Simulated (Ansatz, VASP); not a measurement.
# SiC (Moissanite) in two plane-wave programs, part 2 of 3

One calculation is typed for both programs; each brings its own data sets. How far apart do they land? The cell is taken from a series of runs on this material, whose earlier steps may have relaxed, scaled, displaced or heated it; both programs get it as it stands.

VASP 6.6.1 and Ansatz 0.2.0.

So far: Starting point; VASP: zone-centre phonons, LDA, pair 1.

## Step 2: VASP: zone-centre phonons, LDA, pair 1 (continued)

Level of this step: LDA; plane waves and PAW (C, Si) (VASP).

Numbers of over 12 decimals in the logs are rounded to 6 here.

From OUTCAR (step 2):

```text
ion  position               nearest neighbor table
   1  0.333  0.667  0.380-   4 1.83   4 1.83   4 1.83   3 1.85
   2  0.667  0.333  0.880-   3 1.83   3 1.83   3 1.83   4 1.85
   3  0.333  0.667  0.005-   2 1.83   2 1.83   2 1.83   1 1.85   4 3.00   4 3.00   4 3.00   4 3.00
                             4 3.00   4 3.00
   4  0.667  0.333  0.505-   1 1.83   1 1.83   1 1.83   2 1.85   3 3.00   3 3.00   3 3.00   3 3.00
                             3 3.00   3 3.00

  LATTYP: Found a hexagonal cell.
 ALAT       =     2.9945517362
 C/A-ratio  =     1.6402680152

 Subroutine GETGRP returns: Found 12 space group operations
 (whereof  6 operations were pure point group operations)

The static configuration has the point symmetry C_3v.
 The point group associated with its full space group is C_6v.

 Found     76 irreducible k-points:

   k-points           NKPTS =     76   k-points in BZ     NKDIM =     76   number of bands    NBANDS=     14

   dimension x,y,z NGX =    24 NGY =   24 NGZ =   40
   dimension x,y,z NGXF=    48 NGYF=   48 NGZF=   80

   ENCUT  =  600.0 eV  44.10 Ry    6.64 a.u.   5.98  5.98  9.81*2*pi/ulx,y,z

   NELECT =      16.0000    total number of electrons

 k-points in reciprocal lattice and weights: Automatic mesh
   0.00000000  0.00000000  0.00000000       0.001
   0.08333333  0.00000000  0.00000000       0.007
   0.16666667  0.00000000  0.00000000       0.007
   0.25000000  0.00000000  0.00000000       0.007
   0.33333333  0.00000000  0.00000000       0.007
   0.41666667  0.00000000  0.00000000       0.007
   0.50000000  0.00000000  0.00000000       0.003
   0.08333333  0.08333333  0.00000000       0.007
   0.16666667  0.08333333  0.00000000       0.014
[...]
-1.497275868  2.593357876  0.000000000     0.000000000  0.385600464  0.000000000
     0.000000000  0.000000000  4.911867433     0.000000000  0.000000000  0.203588556

 POSITION                                       TOTAL-FORCE (eV/Angst)
 -----------------------------------------------------------------------------------
      0.00000      1.72891      1.86840        -0.000000      0.000000      0.000784
      1.49728      0.86445      4.32433         0.000000      0.000000      0.000784
      0.00000      1.72891      0.02267        -0.000000      0.000000     -0.000784
      1.49728      0.86445      2.47860         0.000000      0.000000     -0.000784
 -----------------------------------------------------------------------------------
    total drift:                                0.000000     -0.000000      0.000235

 MACROSCOPIC STATIC DIELECTRIC TENSOR (including local field effects in DFT)
 ------------------------------------------------------
           6.758693    -0.000000    -0.000000
          -0.000000     6.758693     0.000000
           0.000000     0.000000     7.117972
 ------------------------------------------------------

 PIEZOELECTRIC TENSOR (including local field effects)  for field in x, y, z        (C/m^2)
          XX          YY          ZZ          XY          YZ          ZX
  --------------------------------------------------------------------------------
  x     0.00000     0.00000     0.00000    -0.00000     0.00000     0.62628
  y     0.00000    -0.00000     0.00000     0.00000     0.62628     0.00000
  z     0.47435     0.47435    -0.79583     0.00000     0.00000     0.00000

 BORN EFFECTIVE CHARGES (including local field effects) (in |e|, cummulative output)
 ---------------------------------------------------------------------------------
 ion    1
    1    -2.72203     0.00000     0.00000
    2     0.00000    -2.72203     0.00000
    3     0.00000     0.00000    -2.93083
 ion    2
    1    -2.72203    -0.00000     0.00000
    2     0.00000    -2.72203     0.00000
    3     0.00000     0.00000    -2.93083
 ion    3
    1     2.72203    -0.00000     0.00000
    2     0.00000     2.72203     0.00000
    3     0.00000     0.00000     2.93083
 ion    4
    1     2.72203     0.00000     0.00000
    2     0.00000     2.72203     0.00000
    3     0.00000     0.00000     2.93083

 Eigenvectors and eigenvalues of the dynamical matrix
 ----------------------------------------------------

   1 f  =   27.117899 THz   170.386784 2PiTHz  904.555741 cm-1   112.150568 meV
             X         Y         Z           dx          dy          dz
      0.000000  1.728905  1.868401     0.000000   -0.000000    0.705551
      1.497276  0.864453  4.324334     0.000000   -0.000000   -0.705551
      0.000000  1.728905  0.022668    -0.000000    0.000000   -0.046887
      1.497276  0.864453  2.478602    -0.000000    0.000000    0.046887

   2 f  =   25.750325 THz   161.794063 2PiTHz  858.938383 cm-1   106.494739 meV
             X         Y         Z           dx          dy          dz
      0.000000  1.728905  1.868401     0.000017    0.591784    0.000000
      1.497276  0.864453  4.324334     0.000017    0.591784   -0.000000
      0.000000  1.728905  0.022668    -0.000011   -0.387030   -0.000000
      1.497276  0.864453  2.478602    -0.000011   -0.387030   -0.000000

   3 f  =   25.750325 THz   161.794063 2PiTHz  858.938383 cm-1   106.494739 meV
             X         Y         Z           dx          dy          dz
      0.000000  1.728905  1.868401     0.591784   -0.000017   -0.000000
      1.497276  0.864453  4.324334     0.591784   -0.000017    0.000000
      0.000000  1.728905  0.022668    -0.387030    0.000011   -0.000000
      1.497276  0.864453  2.478602    -0.387030    0.000011   -0.000000

   4 f  =   24.957818 THz   156.814596 2PiTHz  832.503199 cm-1   103.217195 meV
             X         Y         Z           dx          dy          dz
      0.000000  1.728905  1.868401     0.000035    0.604141    0.000000
      1.497276  0.864453  4.324334    -0.000035   -0.604141    0.000000
      0.000000  1.728905  0.022668     0.000021    0.367442   -0.000000
      1.497276  0.864453  2.478602    -0.000021   -0.367442   -0.000000

   5 f  =   24.957818 THz   156.814596 2PiTHz  832.503199 cm-1   103.217195 meV
             X         Y         Z           dx          dy          dz
      0.000000  1.728905  1.868401    -0.604141    0.000035    0.000000
      1.497276  0.864453  4.324334     0.604141   -0.000035   -0.000000
      0.000000  1.728905  0.022668    -0.367442    0.000021    0.000000
      1.497276  0.864453  2.478602     0.367442   -0.000021    0.000000

   6 f  =   24.794143 THz   155.786196 2PiTHz  827.043593 cm-1   102.540291 meV
             X         Y         Z           dx          dy          dz
      0.000000  1.728905  1.868401     0.000000    0.000000   -0.591755
      1.497276  0.864453  4.324334     0.000000   -0.000000   -0.591755
      0.000000  1.728905  0.022668    -0.000000   -0.000000    0.387073
      1.497276  0.864453  2.478602    -0.000000   -0.000000    0.387073

   7 f  =   18.937478 THz   118.987685 2PiTHz  631.686277 cm-1    78.319081 meV
             X         Y         Z           dx          dy          dz
      0.000000  1.728905  1.868401     0.000000    0.000000    0.046887
      1.497276  0.864453  4.324334     0.000000    0.000000   -0.046887
      0.000000  1.728905  0.022668    -0.000000   -0.000000    0.705551
      1.497276  0.864453  2.478602     0.000000    0.000000   -0.705551

   8 f  =    7.641553 THz    48.013296 2PiTHz  254.894782 cm-1    31.602911 meV
             X         Y         Z           dx          dy          dz
      0.000000  1.728905  1.868401    -0.000191   -0.367442    0.000000
      1.497276  0.864453  4.324334     0.000191    0.367442   -0.000000
      0.000000  1.728905  0.022668     0.000313    0.604141    0.000000
      1.497276  0.864453  2.478602    -0.000313   -0.604141   -0.000000

   9 f  =    7.641553 THz    48.013296 2PiTHz  254.894782 cm-1    31.602911 meV
             X         Y         Z           dx          dy          dz
      0.000000  1.728905  1.868401     0.367442   -0.000191    0.000000
      1.497276  0.864453  4.324334    -0.367442    0.000191    0.000000
      0.000000  1.728905  0.022668    -0.604141    0.000313    0.000000
      1.497276  0.864453  2.478602     0.604141   -0.000313    0.000000

  10 f/i=    0.000800 THz     0.005029 2PiTHz    0.026697 cm-1     0.003310 meV
             X         Y         Z           dx          dy          dz
      0.000000  1.728905  1.868401     0.386589   -0.018480    0.000000
      1.497276  0.864453  4.324334     0.386589   -0.018480    0.000000
      0.000000  1.728905  0.022668     0.591109   -0.028256    0.000000
      1.497276  0.864453  2.478602     0.591109   -0.028256    0.000000

  11 f/i=    0.000800 THz     0.005029 2PiTHz    0.026697 cm-1     0.003310 meV
             X         Y         Z           dx          dy          dz
      0.000000  1.728905  1.868401    -0.018480   -0.386589   -0.000000
      1.497276  0.864453  4.324334    -0.018480   -0.386589   -0.000000
      0.000000  1.728905  0.022668    -0.028256   -0.591109   -0.000000
      1.497276  0.864453  2.478602    -0.028256   -0.591109   -0.000000

  12 f/i=    0.002576 THz     0.016186 2PiTHz    0.085928 cm-1     0.010654 meV
             X         Y         Z           dx          dy          dz
      0.000000  1.728905  1.868401     0.000000    0.000000   -0.387073
      1.497276  0.864453  4.324334     0.000000    0.000000   -0.387073
      0.000000  1.728905  0.022668     0.000000    0.000000   -0.591755
      1.497276  0.864453  2.478602     0.000000    0.000000   -0.591755

 MACROSCOPIC STATIC DIELECTRIC TENSOR IONIC CONTRIBUTION
 ------------------------------------------------------
           3.079723    -0.000000    -0.000000
          -0.000000     3.079723     0.000000
          -0.000000     0.000000     3.850769
 ------------------------------------------------------

 ELASTIC MODULI CONTR FROM IONIC RELAXATION (kBar)
 Direction    XX          YY          ZZ          XY          YZ          ZX
 --------------------------------------------------------------------------------
 XX        -838.0763    402.3776    423.9450      0.0000      0.0000      0.0000
 YY         402.3776   -838.0763    423.9450     -0.0000     -0.0000     -0.0000
 ZZ         423.9450    423.9450   -825.0169      0.0000      0.0000     -0.0000
 XY           0.0000     -0.0000      0.0000   -620.2270     -0.0000     -0.0000
 YZ           0.0000      0.0000      0.0000     -0.0000   -221.8185      0.0000
 ZX           0.0000     -0.0000     -0.0000     -0.0000      0.0000   -234.2661
 --------------------------------------------------------------------------------

 PIEZOELECTRIC TENSOR IONIC CONTR  for field in x, y, z        (C/m^2)
          XX          YY          ZZ          XY          YZ          ZX
  --------------------------------------------------------------------------------
  x     0.00000    -0.00000    -0.00000    -0.00000     0.00000    -0.79925
  y     0.00000    -0.00000     0.00000    -0.00000    -0.77773     0.00000
  z    -0.86184    -0.86184     1.67717    -0.00000    -0.00000     0.00000
```

## Step 3: Ansatz: zone-centre phonons, LDA, pair 1

Ansatz runs on its PAW soft_1 files.

The same cell, functional (in two slightly different forms) and mesh now go to Ansatz, which takes its cutoff from its data sets.

The input, input.yaml:

```yaml
crystal:
  lattice:
    - [2.9945517362, 0.0, 0.0]
    - [-1.4972758681, 2.5933578765, 0.0]
    - [0.0, 0.0, 4.9118674329]
  atoms:
    - { symbol: C, position: [0.3333333333, 0.6666666667, 0.380385009] }
    - { symbol: C, position: [0.6666666667, 0.3333333333, 0.880385009] }
    - { symbol: Si, position: [0.3333333333, 0.6666666667, 0.004614991] }
    - { symbol: Si, position: [0.6666666667, 0.3333333333, 0.504614991] }
kpoints:
  mp_grid: { grid: [12, 12, 6] }
hamiltonian:
  xc: lda
  pseudopotentials: { kind: paw, azcp: { folder: soft_1 }, xc_functional: pbe }
scf:
  occupations: { method: fixed }
output:
  eigenvalues: true
phonons:
  method: dfpt
  dielectric: true
  rigid_motions: translations
```

Started as:

```bash
$ ansatz run input.yaml --threads 4 --pin off --max-ram 16384MiB --backend cpu --events-out ev --progress --plain --runs-dir out
```

The log of the run:

```text
Engine: ansatz 0.2.0, x86_64-unknown-linux-gnu
Pseudopotentials: kind: paw
Pseudopotential: C, paw, valence charge 4, recommended cutoff 420 eV (normal), soft_1/C.paw.azcp
Pseudopotential: Si, paw, valence charge 4, recommended cutoff 420 eV (normal), soft_1/Si.paw.azcp
Functional definition: SPW92
  exchange = slater_x
  correlation = pw_c
Crystal: 4 atoms, lattice volume = 38.145 Å³
Basis set: ecut = 420 eV, 713 PW (Γ), exchange–correlation on 48×48×72 points (8 copies of the dense FFT grid, shifted against one another)
Bands: 12, of which v1, the nominal top of the filled ones, is band 8 counted from 1 (7 counted from 0)
Symmetry: 12 space group operations
k-points: 242 of 864 (irreducible under 2 space group operations, time reversal used)
Non-local potential: C, projectors of the file, l = 0: 2, l = 1: 2, l = 2: 1
Non-local potential: Si, projectors of the file, l = 0: 2, l = 1: 2, l = 2: 1
PAW form: soft (Blöchl's): semilocal exchange-correlation on the pseudo side does not see the compensation charge
PAW frozen core: C, regenerated for the run's functional, and the local potential with it (the file was generated under x = pbe(κ = 0.804, μ = 0.219515), c = pbe(β = 0.066725))
PAW frozen core: Si, regenerated for the run's functional, and the local potential with it (the file was generated under x = pbe(κ = 0.804, μ = 0.219515), c = pbe(β = 0.066725))
PAW one-centre angular grid: C, 110 points (default); XC on 64 Gauss nodes
PAW one-centre angular grid: Si, 110 points (default); XC on 64 Gauss nodes
Initial density: superposition of atomic densities (chi_scale 0.1, normalization cell, long waves kept (reshape's long-wave potential 0.00 eV rms))
Initial wavefunctions: pseudopotential atomic-orbital guess
Functional: x = slater, c = lda
SCF iter   1: F=—  HF=-1707.879961 eV  |F-HF|=—  |Δ(HF+E_count)|=         —  Δρ=1.55e-1  dr2=1.07e1  ethr=3.10e-3  ⟨swp⟩=4.5  Hψ=17191  notcnv=0  defer=436
preconditioner: auto → none  [insulator: Δε(μ)=4.473 eV  Ē_g=13.432 eV  n_scr=2 (ndim 8)  ℏωp=24.0 eV  f_vac=0.000  ε∞_Penn≈4.2]
SCF iter   2: F=—  HF=-1704.467170 eV  |F-HF|=—  |Δ(HF+E_count)|=    3.41e0  Δρ=4.94e-2  dr2=5.53e-1  ethr=3.10e-3  ⟨swp⟩=4.0  Hψ=8960  notcnv=0  defer=465
SCF iter   3: F=—  HF=-1704.301474 eV  |F-HF|=—  |Δ(HF+E_count)|=   1.66e-1  Δρ=1.90e-2  dr2=6.94e-2  ethr=3.10e-3  ⟨swp⟩=2.6  Hψ=6166  notcnv=0  defer=465
SCF iter   4: F=—  HF=-1704.285012 eV  |F-HF|=—  |Δ(HF+E_count)|=   1.65e-2  Δρ=1.65e-3  dr2=5.53e-4  ethr=4.34e-4  ⟨swp⟩=2.3  Hψ=3950  notcnv=0  defer=477
SCF iter   5: F=—  HF=-1704.285064 eV  |F-HF|=—  |Δ(HF+E_count)|=   5.21e-5  Δρ=1.43e-4  dr2=2.23e-6  ethr=3.46e-6  ⟨swp⟩=2.6  Hψ=5133  notcnv=0  defer=477
SCF iter   6: F=—  HF=-1704.285069 eV  |F-HF|=—  |Δ(HF+E_count)|=   4.58e-6  Δρ=1.73e-5  dr2=8.45e-8  ethr=1.39e-8  ⟨swp⟩=2.6  Hψ=4940  notcnv=0  defer=194
SCF iter   7: F=—  HF=-1704.285068 eV  |F-HF|=—  |Δ(HF+E_count)|=   6.04e-7  Δρ=2.99e-6  dr2=1.84e-9  ethr=5.28e-10  ⟨swp⟩=2.6  Hψ=4840  notcnv=0  defer=6
SCF iter   8: F=-1704.285068 eV  HF=-1704.285068 eV  |F-HF|=4.09e-12  |Δ(HF+E_count)|=  4.80e-10  Δρ=6.53e-7  dr2=5.96e-11  ethr=1.00e-12  ⟨swp⟩=9.3  Hψ=21821  notcnv=0
SCF 1 converged in 8 iterations: F = -1704.285068 eV  dr2 = 5.96e-11
  greatest PAW one-centre occupation: 0.650 electrons in one spin orbital (limit 2), on the C atom at site 1 (counted from 0), in its partial waves of l = 0
DFPT response loops at Γ: preconditioner auto → Resta (q_TF=auto, 2.361 Å⁻¹)  ε∞=5.5 (no band partly filled); β = 1.00, the filter's whole step (`scf.mixing.beta` (0.50) is not read by the response loops at its default; to damp them type it under 1.00, their step now; it binds the ground state too); Broyden in place of MSR1
── the response to a field inside a basis, on 12×12×6 k-points: an SCF that follows is theirs, and a resumed run solves both again ──
Bands: 9, of which v1, the nominal top of the filled ones, is band 8 counted from 1 (7 counted from 0)
k-points: 126 of 864 (irreducible under 4 space group operations, time reversal used)
Initial density: handed on by an earlier stage of this run
Initial wavefunctions: pseudopotential atomic-orbital guess (no wavefunctions were taken with the density)
Eigensolver: Dense (126 Hₖ)
SCF iter   1: F=—  HF=-1704.284576 eV  |F-HF|=—  |Δ(HF+E_count)|=         —  Δρ=1.34e-4  dr2=1.32e-6  ethr=1.00e-1
preconditioner: auto → none  [insulator: Δε(μ)=2.319 eV  Ē_g=10.487 eV  n_scr=2 (ndim 8)  ℏωp=24.0 eV  f_vac=0.000  ε∞_Penn≈6.3]
SCF iter   2: F=—  HF=-1704.284577 eV  |F-HF|=—  |Δ(HF+E_count)|=   2.85e-7  Δρ=6.41e-5  dr2=2.82e-7  ethr=8.27e-9
SCF iter   3: F=-1704.284577 eV  HF=-1704.284577 eV  |F-HF|=3.00e-8  |Δ(HF+E_count)|=   1.59e-7  Δρ=1.54e-5  dr2=4.74e-8  ethr=1.76e-9
SCF 1 converged in 3 iterations: F = -1704.284577 eV  dr2 = 4.74e-8
  greatest PAW one-centre occupation: 0.651 electrons in one spin orbital (limit 2), on the C atom at site 1 (counted from 0), in its partial waves of l = 0
DFPT response loops at Γ: preconditioner auto → Resta (q_TF=auto, 2.361 Å⁻¹)  ε∞=5.1 (no band partly filled); β = 1.00, the filter's whole step (`scf.mixing.beta` (0.50) is not read by the response loops at its default; to damp them type it under 1.00, their step now; it binds the ground state too); Broyden in place of MSR1
SCF converged after 8 iterations
Free energy (F): -1704.285068 eV
Harris-Foulkes:  -1704.285068 eV  (|F-HF|=4.09e-12)
Internal energy: -1704.285068 eV  (E = F + TS)
E sigma→0 (E₀):  -1704.285068 eV
Fermi energy:    10.454433 eV
--- Per-component energies (eV) ---
  E_band       = 67.556615
  E_kinetic    = 275.683147
  E_local      = -185.786834  (includes V_loc(G=0)·N_el)
  E_nonlocal   = 96.307404
  E_hartree    = 62.424685
  E_xc         = -212.857223
  E_vxc        = -221.330795  (∫ρ·V_xc dr)
  E_paw        = -1155.947850  (= ΣΔE_a)
  E_vpaw       = -22.165719  (= ΣTr[D̂ρ^β])
  E_aug_tail   = 0.000094  (compensation charges beyond the density's cutoff)
  E_ewald      = -584.402818
  E_core_change = 0.294327  (= ΣΔE_core)
  E_smearing   = -0.000000  (= −TS)
  E_closure    = 0.000000  (closes the sum)
  Σ components = -1704.285068   (vs F -1704.285068, Δ=0.00e0)
--- Band table (eV; the first three rows and the last of 242) ---
  k-point 0: bands = [... 4 lower, 9.0975, 10.3401, 10.4544, 10.4544, 15.8986, 17.4896, 17.5020, 17.5020]
  k-point 1: bands = [... 4 lower, 9.1763, 9.6040, 10.3498, 10.3498, 16.0229, 17.5315, 17.5315, 17.9369]
  k-point 2: bands = [... 4 lower, 9.3994, 9.3994, 10.0750, 10.0750, 16.3889, 17.6975, 17.7124, 17.7124]
  k-point 241: bands = [... 4 lower, 5.5035, 5.5035, 8.3381, 8.3381, 15.4839, 15.4839, 17.5876, 17.5876]
--- Phonons (Γ-DFPT): 4 representative perturbations + reference, on 242 of 864 k-points (Σ response iterations 12) ---
  k mesh reduced under 2 symmetry operations, with k and −k counted as one. Each operation leaves every solved perturbation unchanged. A smaller set is not considered because the run solves the response to a homogeneous field
  ASR residual: 1.245e-4 → 0.000e0 eV/Å²; symmetrization residual: 5.778e-7 eV/Å²
  ASR residual per site (eV/Å²): 6.24e-5 6.24e-5 1.24e-4 1.24e-4
  Γ frequencies (cm⁻¹): 0.00 0.00 0.00 254.62 254.62 632.47 828.14 833.49 833.49 859.85 859.85 904.27
  ε∞ (high-frequency dielectric tensor):
        6.748448     0.000000    -0.000000
        0.000000     6.748448     0.000000
       -0.000000     0.000000     7.111930
  ε⁰ (static dielectric tensor: ions relaxed, cell fixed):
        9.859839    -0.000000    -0.000000
        0.000000     9.859839     0.000000
       -0.000000     0.000000    10.995794
  ε⁰ − ε∞ (ionic part):
        3.111391    -0.000000    -0.000000
       -0.000000     3.111391     0.000000
       -0.000000     0.000000     3.883863
  softest optical mode at Γ: 254.62 cm⁻¹; the repairs (sum rule, projections) moved no ω² at Γ by more than (1.25 cm⁻¹)²
  Born effective charges Z* (e; rows j = field, columns β = displacement):
    site 0:
        -2.73887   -0.00000    0.00000
         0.00000   -2.73887   -0.00000
         0.00000   -0.00000   -2.94719
    site 1:
        -2.73887    0.00000    0.00000
        -0.00000   -2.73887   -0.00000
         0.00000   -0.00000   -2.94719
    site 2:
         2.73887    0.00000   -0.00000
        -0.00000    2.73887    0.00000
        -0.00000    0.00000    2.94719
    site 3:
         2.73887    0.00000   -0.00000
         0.00000    2.73887    0.00000
        -0.00000    0.00000    2.94719
  Z* charge neutrality: 1.062e-3 e pre-enforcement
  solved inside a basis spanned on kpoints, on 12×12×6 k-points, its susceptibility summed on 16×16×8: ε∞ is read to err by 2.2e-2, Z* by 1.1e-2 e (field_mesh: kpoints solves on kpoints); Z* is corrected for what the basis lacks
  optical modes at Γ without the LO–TO term, one row a degenerate level:
      ω (cm⁻¹)  modes    IR ((D/Å)²/amu)
        254.62      2             0.0000
        632.47      1             0.0000
        828.14      1            47.6383
[...]
optical modes at Γ + LO–TO along q̂ = [1.0000, 0.0000, 0.0000]:
      ω (cm⁻¹)  modes    IR ((D/Å)²/amu)
[...]
optical modes at Γ + LO–TO along q̂ = [0.0000, 1.0000, 0.0000]:
      ω (cm⁻¹)  modes    IR ((D/Å)²/amu)
[...]
904.27      1             0.0000
       1039.34      1            41.1418
  optical modes at Γ + LO–TO along q̂ = [0.0000, 0.0000, 1.0000]:
      ω (cm⁻¹)  modes    IR ((D/Å)²/amu)
        254.62      2             0.0000
        632.47      1             0.0000
        833.49      2             0.0000
        859.85      2            82.2836
        904.27      1             0.0000
       1029.73      1            47.6383
```

The column dr2 measures how far the density is from self-consistency, as an energy; F and HF (Harris–Foulkes) agree once it is small.

[end of part 2 of 3]

[Lines on the potential files, build, host, timing and source positions are cut from VASP's logs without a mark.]

[Logs are printed without paths, hosts, clocks, repeated set-up lines and the standing remarks that a program may print on its own settings, such as how far it seeks lower states.]

[Hosts, paths, dates, database ids (printed as entryN), source tags and the programs' standing remarks are cut or masked in the printed files.]
